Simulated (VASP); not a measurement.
# Si3Bi2Te3 (P6/mmm) in VASP: further runs

Runs on Si3Bi2Te3. Level: PBE. Tasks: relaxation of cell and atoms.

Program: VASP 6.6.1. These are calculated values, not measurements. Logs are shortened: lines on timing, memory, paths and dates and some standing lists are left out, and cuts for length are marked.

### Step 1. The crystal as given

It takes space group P6/mmm (No. 191, hexagonal). Conventional cell: a = 5.233 Å, b = 5.233 Å, c = 10.532 Å, α = 90.00°, β = 90.00°, γ = 120.00°. Si (site symmetry -6m2) has 6 Si at 3.02 Å as nearest neighbours. Si (site symmetry 6/mmm) is surrounded by 2 Te at 2.77 Å and 6 Si at 3.02 Å. Around Bi (site symmetry -6m2) lie 3 Bi at 3.02 Å and 3 Te at 3.02 Å. Around Te (site symmetry 6mm) lie 1 Te at 2.49 Å and 1 Si at 2.77 Å. Te (site symmetry 6/mmm) is surrounded by 2 Te at 2.49 Å.

The cell was built by a generator and needn't be a form met in nature.

### Step 2. Relaxation of cell and atoms, PBE

Contents of INCAR:

```
SYSTEM = Si3Bi2Te3
ALGO = Fast
EDIFF = 1E-4
EDIFFG = -0.08
ENCUT = 520
GGA = PE
IBRION = 2
ISIF = 3
ISMEAR = 0
LASPH = .True.
LCHARG = .False.
LREAL = .False.
LWAVE = .False.
NELM = 60
NSW = 24
PREC = Normal
SIGMA = 0.15
```

Contents of KPOINTS:

```
k-points
0
Gamma
  3 3 2
  0 0 0
```

Contents of POSCAR:

```
Si3Bi2Te3
1.0
    5.2333448800      0.0000000000      0.0000000000
   -2.6166724400      4.5322096100      0.0000000000
    0.0000000000      0.0000000000     10.5324947400
Si Bi Te
3 2 3
Direct
    0.3333333300      0.6666666700      0.0000000000
    0.6666666700      0.3333333300      0.0000000000
    0.0000000000      0.0000000000      0.0000000000
    0.3333333300      0.6666666700      0.5000000000
    0.6666666700      0.3333333300      0.5000000000
    0.0000000000      0.0000000000      0.7365881000
    0.0000000000      0.0000000000      0.2634119000
    0.0000000000      0.0000000000      0.5000000000
```

Potentials or basis: VASP PAW PBE potentials, release 64 (Si, Bi_d, Te).

Command:

```bash
$ cat potpaw_PBE.64/Si/POTCAR potpaw_PBE.64/Bi_d/POTCAR potpaw_PBE.64/Te/POTCAR > POTCAR
$ mpirun -np 1 vasp_std > vasp.out
```

OUTCAR:

```text
SYSTEM = Si3Bi2Te3
   EDIFF = 1E-4
   EDIFFG = -0.08
   ENCUT = 520
   GGA = PE
   IBRION = 2
   ISIF = 3
   ISMEAR = 0
   LASPH = .True.
   LREAL = .False.
   NELM = 60
   NSW = 24
   PREC = Normal

 ion  position               nearest neighbor table
   1  0.333  0.667  0.000-   2 3.02   3 3.02   2 3.02   3 3.02   3 3.02   2 3.02
   2  0.667  0.333  0.000-   1 3.02   3 3.02   1 3.02   3 3.02   3 3.02   1 3.02
   3  0.000  0.000  0.000-   6 2.77   7 2.77   1 3.02   2 3.02   1 3.02   2 3.02   2 3.02   1 3.02

   4  0.333  0.667  0.500-   5 3.02   8 3.02   5 3.02   8 3.02   8 3.02   5 3.02
   5  0.667  0.333  0.500-   4 3.02   8 3.02   4 3.02   8 3.02   8 3.02   4 3.02
   6  0.000  0.000  0.737-   8 2.49   3 2.77
   7  0.000  0.000  0.263-   8 2.49   3 2.77
   8  0.000  0.000  0.500-   6 2.49   7 2.49   4 3.02   5 3.02   4 3.02   5 3.02   5 3.02   4 3.02

  LATTYP: Found a hexagonal cell.
 ALAT       =     5.2333448800
 C/A-ratio  =     2.0125741723

  Lattice vectors:

 A1 = (   5.2333448800,   0.0000000000,   0.0000000000)
 A2 = (  -2.6166724400,   4.5322096100,   0.0000000000)
 A3 = (   0.0000000000,   0.0000000000,  10.5324947400)

Analysis of symmetry for initial positions (statically):
=====================================================================
 Subroutine PRICEL returns:
 Original cell was already a primitive cell.

 Routine SETGRP: Setting up the symmetry group for a
 hexagonal supercell.

 Subroutine GETGRP returns: Found 24 space group operations
 (whereof 24 operations were pure point group operations)
 out of a pool of 24 trial point group operations.

The static configuration has the point symmetry D_6h.

Analysis of symmetry for dynamics (positions and initial velocities):
=====================================================================
 Subroutine PRICEL returns:
 Original cell was already a primitive cell.

 Routine SETGRP: Setting up the symmetry group for a
 hexagonal supercell.

 Subroutine GETGRP returns: Found 24 space group operations
 (whereof 24 operations were pure point group operations)
 out of a pool of 24 trial point group operations.

The dynamic configuration has the point symmetry D_6h.

 Subroutine INISYM returns: Found 24 space group operations
 (whereof 24 operations are pure point group operations),
 and found     1 'primitive' translations

----------------------------------------------------------------------------------------

                                     Primitive cell

  volume of cell :     249.8162

  direct lattice vectors                    reciprocal lattice vectors
     5.233344880  0.000000000  0.000000000     0.191082381  0.110321464  0.000000000
    -2.616672440  4.532209610  0.000000000     0.000000000  0.220642928  0.000000000
     0.000000000  0.000000000 10.532494740     0.000000000  0.000000000  0.094944268

  length of vectors
     5.233344880  5.233344878 10.532494740     0.220642928  0.220642928  0.094944268

  position of ions in fractional coordinates (direct lattice)
     0.333333330  0.666666670  0.000000000
     0.666666670  0.333333330  0.000000000
     0.000000000  0.000000000  0.000000000
     0.333333330  0.666666670  0.500000000
     0.666666670  0.333333330  0.500000000
     0.000000000  0.000000000  0.736588100
     0.000000000  0.000000000  0.263411900
     0.000000000  0.000000000  0.500000000

  ion indices of the primitive-cell ions
   primitive index   ion index
                 1           1
                 2           2
                 3           3
                 4           4
                 5           5
                 6           6
                 7           7
                 8           8

----------------------------------------------------------------------------------------

 KPOINTS: k-points

Automatic generation of k-mesh.
 Grid dimensions read from file:
 generate k-points for:    3    3    2

 Generating k-lattice:

  Cartesian coordinates                     Fractional coordinates (reciprocal lattice)
     0.063694127  0.036773821  0.000000000     0.333333333  0.000000000  0.000000000
     0.000000000  0.073547643  0.000000000     0.000000000  0.333333333  0.000000000
     0.000000000  0.000000000  0.047472134     0.000000000  0.000000000  0.500000000

  Length of vectors
     0.073547643  0.073547643  0.047472134

  Shift w.r.t. Gamma in fractional coordinates (k-lattice)
     0.000000000  0.000000000  0.000000000

 Subroutine IBZKPT returns following result:
 ===========================================

 Found      6 irreducible k-points:

 Following reciprocal coordinates:
            Coordinates               Weight
  0.000000  0.000000  0.000000      1.000000
  0.333333  0.000000  0.000000      6.000000
  0.333333  0.333333  0.000000      2.000000
  0.000000  0.000000  0.500000      1.000000
  0.333333  0.000000  0.500000      6.000000
  0.333333  0.333333  0.500000      2.000000
   k-points           NKPTS =      6   k-points in BZ     NKDIM =      6   number of bands    NBANDS=     36
   number of dos      NEDOS =    301   number of ions     NIONS =      8
   total plane-waves  NPLWV =  54000
   dimension x,y,z NGX =    30 NGY =   30 NGZ =   60
   dimension x,y,z NGXF=    60 NGYF=   60 NGZF=  120
   ions per type =               3   2   3
   NGX,Y,Z   is equivalent  to a cutoff of   9.53,  9.53,  9.47 a.u.
   NGXF,Y,Z  is equivalent  to a cutoff of  19.06, 19.06, 18.94 a.u.
 SYSTEM =  Si3Bi2Te3
   PREC   = normal    normal or accurate (medium, high low for compatibility)
   ISTART =      0    job   : 0-new  1-cont  2-samecut
   ICHARG =      2    charge: 1-file 2-atom 10-const
   ISPIN  =      1    spin polarized calculation?
   LNONCOLLINEAR =      F non collinear calculations
   LSORBIT =      F    spin-orbit coupling
   LASPH  =      T    aspherical Exc in radial PAW
   ENCUT  =  520.0 eV  38.22 Ry    6.18 a.u.   9.73  9.73 19.58*2*pi/ulx,y,z
   NELM   =     60;   NELMIN=  2; NELMDL= -5     # of ELM steps
   EDIFF  = 0.1E-03   stopping-criterion for ELM
   LREAL  =      F    real-space projection
   EDIFFG = -.8E-01   stopping-criterion for IOM
   NSW    =     24    number of steps for IOM
   IBRION =      2    ionic relax: 0-MD 1-quasi-New 2-CG
   NFREE  =      1    steps in history (QN), initial steepest desc. (CG)
   ISIF   =      3    stress and relaxation
   ISYM   =      2    0-nonsym 1-usesym 2-fastsym
   POTIM  = 0.5000    time-step for ionic-motion
   TEBEG  =    0.0;   TEEND  =   0.0 temperature during run
   PSTRESS=    0.0 pullay stress
   NELECT =      60.0000    total number of electrons
   NUPDOWN=      -1.0000    fix difference up-down
   EMIN   =  10.00;   EMAX   =-10.00  energy-range for DOS
   EFERMI =   0.00;   METHOD = LEGACY
   ISMEAR =     0;   SIGMA  =   0.15  broadening in eV -4-tet -1-fermi 0-gaus
   EFERMI_NEDOS =   21; number of points for ismear=-14 and -15
   IALGO  =     68    algorithm
   IMIX   =      4    mixing-type and parameters
     AMIX     =   0.40;   BMIX     =  1.00
     AMIX_MAG =   1.60;   BMIX_MAG =  1.00
  volume/ion in A,a.u.               =      31.23       210.73
  Fermi-wavevector in a.u.,A,eV,Ry     =   1.017619  1.923020 14.089482  1.035548
  Thomas-Fermi vector in A             =   2.151030
   LORBIT       =      0    0 simple, 1 ext, 2 COOP (PROOUT), +10 PAW based schemes
   GGA     = PE    functional components
   LHFCALC =     F    Hartree Fock is set to
   AEXX    =    0.0000 exact exchange contribution
   IVDW    =     0    specifies the selected vdW correction
   LEPSILON=     F    determine dielectric tensor
   LRPA    =     F    only Hartree local field effects (RPA)
 conjugate gradient relaxation of ions
 non-spin polarized calculation
 RMM-DIIS sequential band-by-band and
 Gauss-broadening in eV      SIGMA  =   0.15
  energy-cutoff  :      520.00
  volume of cell :      249.82
 maximum number of plane-waves:      6748
   NGX = 19   NGY = 19   NGZ = 39

--------------------------------------- Ionic step        1  -------------------------------------------

 number of electron      60.0000043 magnetization

 Free energy of the ion-electron system (eV)
  ---------------------------------------------------
  ext. energy  EPLUGINS =         0.00000000
  ---------------------------------------------------
  free energy    TOTEN  =       -23.89700834 eV

  energy without entropy =      -23.80736811  energy(sigma->0) =      -23.85218822

 E-fermi :   5.2263     XC(G=0):  -8.9486

 val. band max:        5.2258758907   @ k =   0.3333   0.3333   0.0000
 cond. band min:       5.3671362361   @ k =   0.0000   0.0000   0.0000
 fundamental gap:      0.1412603454
 Fermi energy:         5.2262906085

 k-point     1 :       0.0000    0.0000    0.0000
  band No.  band energies     occupation
      1     -17.9883      2.00000
      2     -17.9883      2.00000
      3     -17.9237      2.00000
      4     -17.8421      2.00000
      5     -17.8421      2.00000
      6     -17.8365      2.00000
[... 342 lines left out ...]
  FREE ENERGIE OF THE ION-ELECTRON SYSTEM (eV)
  ---------------------------------------------------
  free  energy   TOTEN  =       -25.9513472977 eV

  energy  without entropy=      -25.8489647531  energy(sigma->0) =      -25.90015603

[... ionic steps 4 to 10 ...]

--------------------------------------- Ionic step       11  -------------------------------------------

 number of electron      60.0000001 magnetization

------------------------ aborting loop because EDIFF is reached ----------------------------------------

  FORCE on cell =-STRESS in cart. coord.  units (eV):
  Direction    XX          YY          ZZ          XY          YZ          ZX
  --------------------------------------------------------------------------------------
  -------------------------------------------------------------------------------------
  Total        0.3460993      0.3460993     -0.2640161      0.0000000     -0.0000000      0.0000000
  in kB        1.8917239      1.8917239     -1.4430703      0.0000000     -0.0000000      0.0000000
  external PRESSURE =       0.7801258 kB  Pullay stress =       0.0000000 kB
[... 69 lines left out ...]
  energy  without entropy=      -26.6528471875  energy(sigma->0) =      -26.69488215

--------------------------------------- Ionic step       13  -------------------------------------------

 number of electron      59.9999998 magnetization

 Free energy of the ion-electron system (eV)
  ---------------------------------------------------
  ext. energy  EPLUGINS =         0.00000000
  ---------------------------------------------------
  free energy    TOTEN  =       -26.74174820 eV

  energy without entropy =      -26.65810754  energy(sigma->0) =      -26.69992787

 E-fermi :   3.8164     XC(G=0):  -8.2062

 val. band max:        3.7570179459   @ k =   0.3333   0.0000   0.5000
 cond. band min:       3.8645781276   @ k =   0.3333   0.3333   0.0000
 fundamental gap:      0.1075601818
 Fermi energy:         3.8163568181

 k-point     1 :       0.0000    0.0000    0.0000
  band No.  band energies     occupation
      1     -19.2693      2.00000
      2     -19.2693      2.00000
      3     -19.2680      2.00000
      4     -19.1904      2.00000
      5     -19.1904      2.00000
      6     -19.1421      2.00000
[... 258 lines left out ...]
  FREE ENERGIE OF THE ION-ELECTRON SYSTEM (eV)
  ---------------------------------------------------
  free  energy   TOTEN  =       -26.7417482049 eV

  energy  without entropy=      -26.6581075441  energy(sigma->0) =      -26.69992787

 reached required accuracy - stopping structural energy minimisation
```

Run time: 2.4 min. Hardware: 1 thread of Intel Xeon 6975P-C (Granite Rapids), shared host; peak memory 0.26 GiB.

What came out:

```
Free energy                            : -26.7417 eV
Relaxed volume                         : 36.69 Å³/atom
Relaxed cell                           : a = 5.359 Å, b = 5.359 Å, c = 11.799 Å, α = 90.00°, β = 90.00°, γ = 120.00°
Space group after relaxing (to 0.05 Å) : P6/mmm (No. 191)
Energy gained by relaxing              : 355.6 meV/atom
Ionic steps                            : 13
Pressure after relaxing                : 0.3 GPa
Largest force after relaxing           : 0.040 eV/Å
Band gap on the k mesh                 : none (metal or under the smearing width)
```

Forces in eV/Å, atoms in the order of the input:
```
Si   0.000  0.000  0.000
Si   0.000  0.000  0.000
Si   0.000  0.000  0.000
Bi   0.000  0.000  0.000
Bi   0.000  0.000  0.000
Te   0.000  0.000  0.040
Te   0.000  0.000 -0.040
Te   0.000  0.000  0.000
```

The path:
```csv
step,energy change (eV),largest force (eV/Å),pressure (GPa),volume (Å³)
1,0.0000,5.8451,7.35,249.82
2,-2.0523,1.4449,-2.22,304.71
3,-2.0543,1.5454,-1.59,295.00
4,-2.0612,1.5161,-1.59,297.74
5,-2.4244,1.3593,-0.55,285.50
6,-2.5895,0.7012,1.59,272.82
7,-2.7224,0.0602,1.08,280.51
8,-2.7270,0.2647,1.13,282.25
9,-2.8204,0.3867,-0.79,299.63
10,-2.8260,0.2479,-0.48,295.73
11,-2.8399,0.1953,0.08,293.13
12,-2.8399,0.1923,0.11,292.97
13,-2.8447,0.0397,0.27,293.49
```

Final structure:
```xyz
8
Lattice="5.3592 0.0000 0.0000 -2.6796 4.6412 0.0000 0.0000 0.0000 11.7994" Properties=species:S:1:pos:R:3 pbc="T T T"
Si    0.0000    3.0941    0.0000
Si    2.6796    1.5471    0.0000
Si   -2.6796    4.6412    0.0000
Bi    0.0000    3.0941    5.8997
Bi    2.6796    1.5471    5.8997
Te    0.0000    0.0000    9.3646
Te   -2.6796    4.6412    2.4348
Te   -2.6796    4.6412    5.8997
```

Levels at points of the mesh, in eV from the Fermi level:
```
           k point  band 27  band 28  band 29  band 30  band 31  band 32  band 33  band 34
(0.00, 0.00, 0.00)    -1.71    -1.71    -1.18    -1.18    -0.43     0.34     0.40     0.40
(0.00, 0.00, 0.50)    -1.71    -1.71    -1.10    -1.10    -0.53    -0.13     0.31     0.31
```

Caveat: the k mesh is coarse (spacing up to 0.46 Å⁻¹), so the values aren't converged; the volume moved by over 15 % at a fixed basis, so the end points are rough; spin-orbit coupling is left out, which moves the levels of the heavy elements; this functional lacks dispersion, which binds the layers, so the pressure and a relaxed spacing across them are unreliable, and here the layers came unbound; the relaxation stopped at a loose force limit of 0.08 eV/Å, so its end isn't a converged minimum.

### Step 3. Relaxation of cell and atoms, PBE

This run uses another cell than the first one, of 25.17 Å³/atom, 0.806 times its volume.

INCAR is that of step 2.

Contents of KPOINTS:

```
k-points
0
Gamma
  4 4 4
  0 0 0
```

Contents of POSCAR:

```
Si3Bi2Te3
1.0
    2.0500000000      1.1835680500     13.8333333300
   -2.0500000000      1.1835680500     13.8333333300
    0.0000000000     -2.3671361000     13.8333333300
Si Bi Te
3 2 3
Direct
    0.6250000000      0.6250000000      0.6250000000
    0.5000000000      0.5000000000      0.5000000000
    0.3750000000      0.3750000000      0.3750000000
    0.8750000000      0.8750000000      0.8750000000
    0.1250000000      0.1250000000      0.1250000000
    0.2500000000      0.2500000000      0.2500000000
    0.7500000000      0.7500000000      0.7500000000
    0.0000000000      0.0000000000      0.0000000000
```

Potentials or basis: VASP PAW PBE potentials, release 64 (Si, Bi_d, Te).

Command:

```bash
$ cat potpaw_PBE.64/Si/POTCAR potpaw_PBE.64/Bi_d/POTCAR potpaw_PBE.64/Te/POTCAR > POTCAR
$ mpirun -np 1 vasp_std > vasp.out
```

It took 21 min on 1 thread of Intel Xeon 6975P-C (Granite Rapids), shared host; peak memory 1.1 GiB.

Results (log left out):

```yaml
Free_energy: -32.0965 eV
Relaxed_volume: 27.01 Å³/atom
Relaxed_cell: a = 14.214 Å, b = 14.214 Å, c = 14.214 Å, α = 17.08°, β = 17.08°, γ = 17.08°
Space_group_after_relaxing_to_0.05_Å: R-3m (No. 166)
Energy_gained_by_relaxing: 174.6 meV/atom
Ionic_steps: 10
Pressure_after_relaxing: -0.3 GPa
Largest_force_after_relaxing: 0.060 eV/Å
Band_gap_on_the_k_mesh: none (metal or under the smearing width)
```

Forces on the atoms (eV/Å):
```
Si   0.000  0.000 -0.046
Si   0.000  0.000  0.000
Si   0.000  0.000  0.046
Bi   0.000  0.000  0.037
Bi   0.000  0.000 -0.037
Te   0.000  0.000  0.060
Te   0.000  0.000 -0.060
Te   0.000  0.000  0.000
```

Stress tensor (GPa, compression positive):
```
-0.30  0.00  0.00
 0.00 -0.30  0.00
 0.00  0.00 -0.16
```

The path:
```csv
step,energy change (eV),largest force (eV/Å),pressure (GPa),volume (Å³)
1,0.0000,2.7036,6.35,201.38
2,-1.0080,0.7950,-3.14,231.89
3,-1.0214,1.0211,-2.66,227.92
4,-1.2960,0.4819,-0.80,219.15
5,-1.3516,0.2600,0.69,213.20
6,-1.3517,0.2560,0.72,213.54
7,-1.3713,0.2042,0.15,216.19
8,-1.3731,0.1998,-0.18,217.49
9,-1.3822,0.1233,-0.39,217.13
10,-1.3968,0.0599,-0.25,216.06
```

Final structure:
```cif
data_structure
_symmetry_space_group_name_H-M 'P 1'
_symmetry_Int_Tables_number 1
_cell_length_a 14.2140
_cell_length_b 14.2140
_cell_length_c 14.2140
_cell_angle_alpha 17.077
_cell_angle_beta 17.077
_cell_angle_gamma 17.077
_cell_volume 216.06
loop_
_atom_site_label
_atom_site_type_symbol
_atom_site_fract_x
_atom_site_fract_y
_atom_site_fract_z
_atom_site_occupancy
Si1 Si 0.62756 0.62756 0.62756 1
Si2 Si 0.50000 0.50000 0.50000 1
Si3 Si 0.37244 0.37244 0.37244 1
Bi1 Bi 0.86954 0.86954 0.86954 1
Bi2 Bi 0.13046 0.13046 0.13046 1
Te1 Te 0.25697 0.25697 0.25697 1
Te2 Te 0.74303 0.74303 0.74303 1
Te3 Te 0.00000 0.00000 0.00000 1
```

Levels at points of the mesh, in eV from the Fermi level:
```tsv
k point	band 26	band 27	band 28	band 29	band 30	band 31	band 32	band 33	band 34	band 35
(0.00, 0.00, 0.00)	-0.94	-0.94	-0.94	-0.38	-0.19	-0.19	0.43	0.62	1.08	1.08
(0.50, 0.00, 0.00)	-2.30	-2.25	-1.87	-1.46	-1.22	0.43	0.85	1.59	1.72	1.74
(0.50, 0.50, 0.00)	-2.68	-2.31	-1.31	-1.10	-0.15	-0.10	0.08	0.24	1.86	2.40
(0.50, 0.50, 0.50)	-1.31	-0.99	-0.99	-0.36	-0.04	-0.04	0.36	0.79	0.79	0.91
```

Caveat: the k mesh is coarse (spacing up to 0.44 Å⁻¹), so the values aren't converged; spin-orbit coupling is left out, which moves the levels of the heavy elements; the relaxation stopped at a loose force limit of 0.08 eV/Å, so its end isn't a converged minimum.
